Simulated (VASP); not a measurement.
Here is a VASP 6.6.1 calculation.

File INCAR:

```
SYSTEM = MnCuSe2
PREC = Accurate ; ENCUT = 520
EDIFF = 1E-6 ; ISMEAR = 0
SIGMA = 0.05 ; LREAL = .FALSE.
LASPH = .TRUE. ; NELM = 150
ALGO = Normal ; ISIF = 2
LWAVE = .FALSE. ; LCHARG = .FALSE.
ISPIN = 2 ; MAGMOM = 0.6 -2 0 0
LORBIT = 11 ; LMAXMIX = 4
LDAU = .TRUE. ; LDAUTYPE = 2
LDAUL = 2 2 -1 ; LDAUU = 8 8 0
LDAUJ = 0 0 0 ; LDAUPRINT = 1
NBANDS = 30
```

File KPOINTS:

```
regular mesh
0
G
  6 6 6
  0 0 0
```

Contents of POSCAR:

```
MnCuSe2
1.0
    1.8961930900      1.0947675900      6.8839045000
   -1.8961930900      1.0947675900      6.8839045000
    0.0000000000     -2.1895351800      6.8839045000
Cu Mn Se
1 1 2
Direct
    0.5000000000      0.5000000000      0.5000000000
    0.0000000000      0.0000000000      0.0000000000
    0.2667000000      0.2667000000      0.2667000000
    0.7333000000      0.7333000000      0.7333000000
```

Potentials or basis: VASP PAW LDA potentials, release 64 (Cu, Mn_pv, Se).

Launch:

```console
$ cat potpaw_LDA.64/Cu/POTCAR potpaw_LDA.64/Mn_pv/POTCAR potpaw_LDA.64/Se/POTCAR > POTCAR
$ mpirun -np 1 vasp_std > vasp.out
```

(1) What does it give for the net moment?

(2) What does it give for the pressure?

(3) Predict the site moments.

Answers

(1) -4.11 μB per cell.

(2) -4.3 GPa.

(3) Cu +0.02; Mn -4.50; Se +0.21 μB.
